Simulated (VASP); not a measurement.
These are PBE GGA, VASP's PBE PAW potentials (set 64) (plane waves; VASP) values and carry that method's errors.

VASP ran on this input.

### POSCAR
```
AlZn31Se32
1.0
 11.4825331920   0.0000000000   0.0000000000
  0.0000000000  11.4825331920   0.0000000000
  0.0000000000   0.0000000000  11.4825331920
Zn Se Al
31 32 1
direct
  0.5000000000   0.0000000000   0.0000000000
  0.7500000000   0.2500000000   0.0000000000
  0.7500000000   0.0000000000   0.2500000000
  0.0000000000   0.0000000000   0.0000000000
  0.2500000000   0.2500000000   0.0000000000
  0.5000000000   0.5000000000   0.0000000000
  0.7500000000   0.7500000000   0.0000000000
  0.2500000000   0.0000000000   0.2500000000
  0.5000000000   0.2500000000   0.2500000000
  0.7500000000   0.5000000000   0.2500000000
  0.5000000000   0.0000000000   0.5000000000
  0.7500000000   0.2500000000   0.5000000000
  0.7500000000   0.0000000000   0.7500000000
  0.0000000000   0.5000000000   0.0000000000
  0.2500000000   0.7500000000   0.0000000000
  0.0000000000   0.2500000000   0.2500000000
  0.2500000000   0.5000000000   0.2500000000
  0.5000000000   0.7500000000   0.2500000000
  0.0000000000   0.0000000000   0.5000000000
  0.2500000000   0.2500000000   0.5000000000
  0.7500000000   0.7500000000   0.5000000000
  0.2500000000   0.0000000000   0.7500000000
  0.5000000000   0.2500000000   0.7500000000
  0.7500000000   0.5000000000   0.7500000000
  0.0000000000   0.7500000000   0.2500000000
  0.0000000000   0.5000000000   0.5000000000
  0.2500000000   0.7500000000   0.5000000000
  0.0000000000   0.2500000000   0.7500000000
  0.2500000000   0.5000000000   0.7500000000
  0.5000000000   0.7500000000   0.7500000000
  0.0000000000   0.7500000000   0.7500000000
  0.6250000000   0.1250000000   0.1250000000
  0.8750000000   0.3750000000   0.1250000000
  0.8750000000   0.1250000000   0.3750000000
  0.1250000000   0.1250000000   0.1250000000
  0.3750000000   0.3750000000   0.1250000000
  0.6250000000   0.6250000000   0.1250000000
  0.8750000000   0.8750000000   0.1250000000
  0.3750000000   0.1250000000   0.3750000000
  0.6254110000   0.3791210000   0.3785040000
  0.8750000000   0.6250000000   0.3750000000
  0.6250000000   0.1250000000   0.6250000000
  0.8750000000   0.3750000000   0.6250000000
  0.8750000000   0.1250000000   0.8750000000
  0.1250000000   0.6250000000   0.1250000000
  0.3750000000   0.8750000000   0.1250000000
  0.1250000000   0.3750000000   0.3750000000
  0.3759330000   0.6266830000   0.3753560000
  0.6250000000   0.8750000000   0.3750000000
  0.1250000000   0.1250000000   0.6250000000
  0.3760700000   0.3791300000   0.6264600000
  0.6229020000   0.6213890000   0.6265330000
  0.8750000000   0.8750000000   0.6250000000
  0.3750000000   0.1250000000   0.8750000000
  0.6250000000   0.3750000000   0.8750000000
  0.8750000000   0.6250000000   0.8750000000
  0.1250000000   0.8750000000   0.3750000000
  0.1250000000   0.6250000000   0.6250000000
  0.3750000000   0.8750000000   0.6250000000
  0.1250000000   0.3750000000   0.8750000000
  0.3750000000   0.6250000000   0.8750000000
  0.6250000000   0.8750000000   0.8750000000
  0.1250000000   0.8750000000   0.8750000000
  0.4995310000   0.4975700000   0.5034010000
```

**KPOINTS**
```
Automatic mesh
0
Gamma
1 1 1
0 0 0
```

INCAR:
```
SYSTEM = AlZn31Se32
PREC = Normal
ENCUT = 400
EDIFF = 1E-5
NELM = 100
ALGO = Fast
LREAL = Auto
LASPH = .TRUE.
ISMEAR = 0
SIGMA = 0.05
GGA = PE
LMAXMIX = 4
LWAVE = .FALSE.
LCHARG = .FALSE.
NELMIN = 4
ISYM = 0
NELECT = 566.0
IBRION = 2
ISIF = 2
NSW = 60
EDIFFG = -0.03
```

POTCAR, in this order: Zn Se Al (PBE.64 set). Program: vasp_gam.

The resulting files:

**OSZICAR**
```
       N       E                     dE             d eps       ncg     rms          rms(c)
DAV:   1     0.678516631558E+04    0.67852E+04   -0.21710E+05   678   0.181E+03
DAV:   2     0.128023860461E+04   -0.55049E+04   -0.53501E+04   678   0.497E+02
DAV:   3    -0.481570428946E+02   -0.13284E+04   -0.12358E+04   745   0.198E+02
DAV:   4    -0.201059276355E+03   -0.15290E+03   -0.15077E+03   772   0.674E+01
DAV:   5    -0.205396194701E+03   -0.43369E+01   -0.43145E+01   748   0.107E+01    0.263E+01
RMM:   6    -0.196537310266E+03    0.88589E+01   -0.26807E+01   678   0.111E+01    0.204E+01
RMM:   7    -0.195788489839E+03    0.74882E+00   -0.10764E+01   678   0.604E+00    0.597E+00
RMM:   8    -0.195959128455E+03   -0.17064E+00   -0.18600E+00   684   0.236E+00    0.288E+00
RMM:   9    -0.195902831621E+03    0.56297E-01   -0.55624E-01   678   0.191E+00    0.174E+00
RMM:  10    -0.195891368064E+03    0.11464E-01   -0.12945E-01   681   0.966E-01    0.334E-01
RMM:  11    -0.195894953091E+03   -0.35850E-02   -0.25504E-02   696   0.319E-01    0.488E-01
RMM:  12    -0.195894224428E+03    0.72866E-03   -0.10865E-02   681   0.287E-01    0.811E-02
RMM:  13    -0.195894229960E+03   -0.55327E-05   -0.11639E-03   696   0.609E-02    0.541E-02
RMM:  14    -0.195894249010E+03   -0.19049E-04   -0.26675E-04   698   0.346E-02    0.244E-02
RMM:  15    -0.195894243084E+03    0.59255E-05   -0.12713E-04   650   0.283E-02    0.100E-02
RMM:  16    -0.195894245262E+03   -0.21774E-05   -0.37254E-05   463   0.101E-02
   1 F= -.19589425E+03 E0= -.19589425E+03  d E =-.195894E+03
       N       E                     dE             d eps       ncg     rms          rms(c)
DAV:   1    -0.195975880795E+03   -0.81638E-01   -0.20403E+01   740   0.750E+00    0.984E-01
RMM:   2    -0.195997078985E+03   -0.21198E-01   -0.27979E-01   678   0.873E-01    0.321E-01
RMM:   3    -0.195998256257E+03   -0.11773E-02   -0.35546E-02   679   0.333E-01    0.231E-01
RMM:   4    -0.195998169074E+03    0.87183E-04   -0.71547E-03   694   0.170E-01    0.184E-01
RMM:   5    -0.195998003008E+03    0.16607E-03   -0.22340E-03   679   0.826E-02    0.550E-02
RMM:   6    -0.195998056328E+03   -0.53319E-04   -0.65209E-04   702   0.363E-02    0.331E-02
RMM:   7    -0.195998056223E+03    0.10463E-06   -0.11649E-04   579   0.202E-02    0.136E-02
RMM:   8    -0.195998060509E+03   -0.42865E-05   -0.32656E-05   460   0.870E-03
   2 F= -.19599806E+03 E0= -.19599806E+03  d E =-.103815E+00
       N       E                     dE             d eps       ncg     rms          rms(c)
DAV:   1    -0.196010648958E+03   -0.12593E-01   -0.85740E+00   732   0.488E+00    0.629E-01
RMM:   2    -0.196018824812E+03   -0.81759E-02   -0.11170E-01   678   0.548E-01    0.199E-01
RMM:   3    -0.196019210307E+03   -0.38550E-03   -0.13946E-02   678   0.209E-01    0.142E-01
RMM:   4    -0.196019145552E+03    0.64755E-04   -0.27286E-03   689   0.104E-01    0.110E-01
RMM:   5    -0.196019092943E+03    0.52610E-04   -0.88225E-04   681   0.523E-02    0.352E-02
RMM:   6    -0.196019115254E+03   -0.22311E-04   -0.25383E-04   649   0.231E-02    0.214E-02
RMM:   7    -0.196019116025E+03   -0.77151E-06   -0.44888E-05   491   0.132E-02
   3 F= -.19601912E+03 E0= -.19601912E+03  d E =-.124871E+00
       N       E                     dE             d eps       ncg     rms          rms(c)
DAV:   1    -0.196019212836E+03   -0.97583E-04   -0.78302E-02   732   0.468E-01    0.606E-02
RMM:   2    -0.196019289293E+03   -0.76456E-04   -0.10323E-03   675   0.522E-02    0.193E-02
RMM:   3    -0.196019293324E+03   -0.40311E-05   -0.13033E-04   605   0.199E-02    0.139E-02
RMM:   4    -0.196019293017E+03    0.30684E-06   -0.25925E-05   448   0.967E-03
   4 F= -.19601929E+03 E0= -.19601929E+03  d E =-.125048E+00
       N       E                     dE             d eps       ncg     rms          rms(c)
DAV:   1    -0.196024707750E+03   -0.54144E-02   -0.15411E+00   700   0.215E+00    0.289E-01
RMM:   2    -0.196026623765E+03   -0.19160E-02   -0.23027E-02   678   0.268E-01    0.884E-02
RMM:   3    -0.196026808676E+03   -0.18491E-03   -0.28979E-03   678   0.102E-01    0.695E-02
RMM:   4    -0.196026807671E+03    0.10048E-05   -0.48987E-04   691   0.480E-02    0.531E-02
RMM:   5    -0.196026792651E+03    0.15020E-04   -0.15323E-04   659   0.242E-02    0.151E-02
RMM:   6    -0.196026795821E+03   -0.31698E-05   -0.37698E-05   479   0.956E-03
   5 F= -.19602680E+03 E0= -.19602680E+03  d E =-.750280E-02
       N       E                     dE             d eps       ncg     rms          rms(c)
DAV:   1    -0.196027105546E+03   -0.31290E-03   -0.16173E+00   716   0.220E+00    0.295E-01
RMM:   2    -0.196029163271E+03   -0.20577E-02   -0.24589E-02   678   0.278E-01    0.916E-02
RMM:   3    -0.196029360133E+03   -0.19686E-03   -0.30870E-03   679   0.105E-01    0.737E-02
RMM:   4    -0.196029358420E+03    0.17136E-05   -0.51850E-04   691   0.498E-02    0.564E-02
RMM:   5    -0.196029341833E+03    0.16587E-04   -0.16848E-04   666   0.252E-02    0.155E-02
RMM:   6    -0.196029345279E+03   -0.34461E-05   -0.40736E-05   487   0.995E-03
   6 F= -.19602935E+03 E0= -.19602935E+03  d E =-.100523E-01
       N       E                     dE             d eps       ncg     rms          rms(c)
DAV:   1    -0.196030438299E+03   -0.10965E-02   -0.51464E-01   740   0.126E+00    0.105E-01
RMM:   2    -0.196030754111E+03   -0.31581E-03   -0.36520E-03   678   0.110E-01    0.347E-02
RMM:   3    -0.196030794366E+03   -0.40255E-04   -0.49093E-04   681   0.413E-02    0.310E-02
RMM:   4    -0.196030794155E+03    0.21062E-06   -0.69965E-05   599   0.187E-02
   7 F= -.19603079E+03 E0= -.19603079E+03  d E =-.144888E-02
```

### OUTCAR
```
------------------------ aborting loop because EDIFF is reached ----------------------------------------
  FORCE on cell =-STRESS in cart. coord.  units (eV):
  Direction    XX          YY          ZZ          XY          YZ          ZX
  --------------------------------------------------------------------------------------
  Total       -7.1041051     -7.1013947     -7.0887311      0.0031368      0.0047671      0.0074612
  in kB       -7.5180781     -7.5152097     -7.5018082      0.0033196      0.0050449      0.0078960
  external PRESSURE =      -7.5116987 kB  Pullay stress =       0.0000000 kB
  volume of cell :     1513.96
      direct lattice vectors                 reciprocal lattice vectors
    11.482533192  0.000000000  0.000000000     0.087088797  0.000000000  0.000000000
     0.000000000 11.482533192  0.000000000     0.000000000  0.087088797  0.000000000
     0.000000000  0.000000000 11.482533192     0.000000000  0.000000000  0.087088797
  FREE ENERGIE OF THE ION-ELECTRON SYSTEM (eV)
  ---------------------------------------------------
  free  energy   TOTEN  =      -196.0307941554 eV

  energy  without entropy=     -196.0307941554  energy(sigma->0) =     -196.03079416

 reached required accuracy - stopping structural energy minimisation
```
(Selected blocks of OUTCAR.)

### CONTCAR
```
AlZn31Se32
   1.00000000000000
    11.4825331920000000    0.0000000000000000    0.0000000000000000
     0.0000000000000000   11.4825331920000000    0.0000000000000000
     0.0000000000000000    0.0000000000000000   11.4825331920000000
  Zn              Se              Al
    31    32     1
Direct
     0.5000304079024590    0.0001139894094428    0.0000479754547567
     0.7502337235682174    0.2497006933147503    0.9999077435417051
     0.7502246197198436    0.9997967216936762    0.2498179899052669
     0.0000005826067581    0.0000068163240896    0.9999989936550971
     0.2498830307892164    0.2498292689788526    0.0003185776308466
     0.4999633206626999    0.4999467623684835    0.0000741000370551
     0.7502249345636733    0.7502545183877297    0.0002123244039835
     0.2498645905796712    0.0003548375897388    0.2498735832844354
     0.4980770530304999    0.2491164401572114    0.2491282906359229
     0.7515647009844384    0.5026684242413263    0.2486024647286503
     0.4999710021609225    0.0000309026682623    0.4999825070362442
     0.7514905066156810    0.2485693166280289    0.5025633374995285
     0.7502226731452121    0.0002403652752963    0.7502103288299767
     0.9999793753779103    0.4999908358642525    0.0000915260240830
     0.2497187436253706    0.7502946642237381    0.9999045063137593
     0.0002753933612303    0.2498387824985962    0.2498443565792079
     0.2487560143473005    0.4977778353906414    0.2487559403285793
     0.5025824427659635    0.7516269020888441    0.2484985481516308
     0.9999571143106472    0.0000501769531548    0.5000512231489637
     0.2487357232195750    0.2487941570871632    0.4978367087960664
     0.7510609888428260    0.7510379088904171    0.4980289264544421
     0.2497836739197086    0.9998121481043173    0.7502186039593159
     0.5025397106723801    0.2484625580326339    0.7516551514996193
     0.7518634041935259    0.4971553635360398    0.7519337224299496
     0.9998048736648749    0.7502691298779220    0.2498053068403404
     0.0000277314762821    0.4999698185556553    0.4999685288912469
     0.2485061829395286    0.7516055633623517    0.5024849432507316
     0.9998510952957744    0.2497376477263618    0.7502222556830848
     0.2479097377404392    0.5031069375980171    0.7521613095381635
     0.4974487955808252    0.7516175138173328    0.7517000793838610
     0.0001730245878111    0.7503131292211342    0.7502051902679643
     0.6250114941107354    0.1255656690523813    0.1256444391812694
     0.8745251370180193    0.3749840654942628    0.1255227131786589
     0.8745523422678556    0.1254983852569201    0.3749817815711929
     0.1250022454603845    0.1250169667398298    0.1250078825220720
     0.3752181911571220    0.3751820146290313    0.1248891946585478
     0.6248607711919818    0.6249063704301141    0.1246964700987693
     0.8750077277523551    0.8750029146826118    0.1250133091006897
     0.3752008298578228    0.1249358475283773    0.3751977125454732
     0.6222530913355575    0.3781945512120237    0.3783682905798027
     0.8752551712076706    0.6249749487213131    0.3752869845837495
     0.6248858900864019    0.1247515683716784    0.6249260442782301
     0.8753815480573162    0.3751113991620109    0.6249215038673632
     0.8750138094506641    0.1250260847139057    0.8750234539312681
     0.1254891538827914    0.6250725725546922    0.1255474312099072
     0.3749352074311649    0.8745847753322716    0.1255013825573076
     0.1248270447889648    0.3751934180842533    0.3751699009071403
     0.3777361632487521    0.6225866301683696    0.3780217902792703
     0.6249373935128195    0.8751787045608646    0.3752673448984506
     0.1254573715753476    0.1254538779567348    0.6250603320550032
     0.3770782151874786    0.3776292560333951    0.6233654598384318
     0.6223988427265896    0.6223263246066481    0.6232771747611776
     0.8744531681189379    0.8744959031364099    0.6250326363799384
     0.3749469916658992    0.1254205298380667    0.8746369682988763
     0.6248868427420947    0.3750719943291606    0.8754196484171912
     0.8746557632248045    0.6250852967252195    0.8746664793717558
     0.1254592507479989    0.8746043073464260    0.3749570603227007
     0.1246209796882223    0.6250251122591491    0.6248493268406878
     0.3751296705976349    0.8752706718684304    0.6249218501335803
     0.1252977856539768    0.3749396301928574    0.8747725618730561
     0.3751407846277692    0.6250161160165919    0.8754913392057356
     0.6250493184523870    0.8746325432039622    0.8746508719186105
     0.1250113449739963    0.8750043286614747    0.8750238609486332
     0.4994422859472190    0.5000600912651049    0.5010357555009768
```

The cell is charged, with a uniform compensating background. The supercell is sampled at Γ alone, which is coarse: total energies, pressure and levels can be off, energies of defects by several tenths of an eV.

The cell is a supercell with a defect, built from ZnSe (zinc blende): Al_Zn, charge +1. The run is not spin-polarised, so no state with unpaired spins was tried.
